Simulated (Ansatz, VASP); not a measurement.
Two plane-wave programs on Ge3Pd

Contents of INCAR:

```
  ALGO = Normal
  EDIFF = 1E-6
  ENCUT = 520
  GGA = PS
  ISIF = 2
  ISMEAR = -1
  LASPH = True
  LCHARG = False
  LREAL = False
  LWAVE = False
  NBANDS = 34
  NELM = 100
  PREC = Accurate
  SIGMA = 0.05
```

Contents of KPOINTS:

```
k-points
0
Gamma
  7 7 7
```

File POSCAR:

```
Ge3Pd
1.0
    4.1142233503      0.0000000000      0.0000000000
    0.0000000000      4.1142233503      0.0000000000
    0.0000000000      0.0000000000      4.1142233503
Pd Ge
1 3
Direct
    0.0000000000      0.0000000000      0.0000000000
    0.5000000000      0.5000000000      0.0000000000
    0.5000000000      0.0000000000      0.5000000000
    0.0000000000      0.5000000000      0.5000000000
```

The input input.yaml:

```yaml
crystal:
  lattice:
    - [4.1142233503, 0.0, 0.0]
    - [0.0, 4.1142233503, 0.0]
    - [0.0, 0.0, 4.1142233503]
  atoms:
    - { symbol: Pd, position: [0.0, 0.0, 0.0] }
    - { symbol: Ge, position: [0.5, 0.5, 0.0] }
    - { symbol: Ge, position: [0.5, 0.0, 0.5] }
    - { symbol: Ge, position: [0.0, 0.5, 0.5] }
hamiltonian:
  xc: pbesol
  pseudopotentials: { kind: paw }
kpoints:
  mp_grid: { grid: [7, 7, 7] }
scf:
  occupations: { method: fermi_dirac, width: 0.05 }
output:
  forces: true
  stress: true
  eigenvalues: true
  write_density: true
  write_potential: true
  elf: true
  volumetric_format: npy
```

The cell comes from a database or a generator and needn't be the stable form of this composition.

Alike in both runs: task single point; functional PBEsol; k mesh 7 × 7 × 7; occupations fermi-dirac, width 0.05 eV; no spin polarisation.

|  | VASP | Ansatz |
| --- | --- | --- |
| version | VASP 6.6.1 | Ansatz 0.2.0 |
| potentials or method | VASP PAW PBE potentials, release 64 (Pd, Ge_d) | Ansatz PAW |
| plane-wave cutoff (eV) | 520 | 420 |
| valence electrons in the cell | 52 | 60 |

Ansatz gave:

- gap on the k mesh at the Fermi level (eV): none
- pressure (GPa): -3.1

Problem. Which values does VASP return?

Solution. gap on the k mesh at the Fermi level (eV): none; pressure (GPa): -2.9.

A gap of «none» marks a metal or a gap that the smearing closes. The two sets of potentials don't hold the same shells in valence.

Caveats: the PAW data sets were made with another functional, which shifts forces and pressure a little (VASP); the PAW data sets come from PBE, with cores solved anew for the run's functional, which leaves a small shift of forces and pressure (Ansatz).
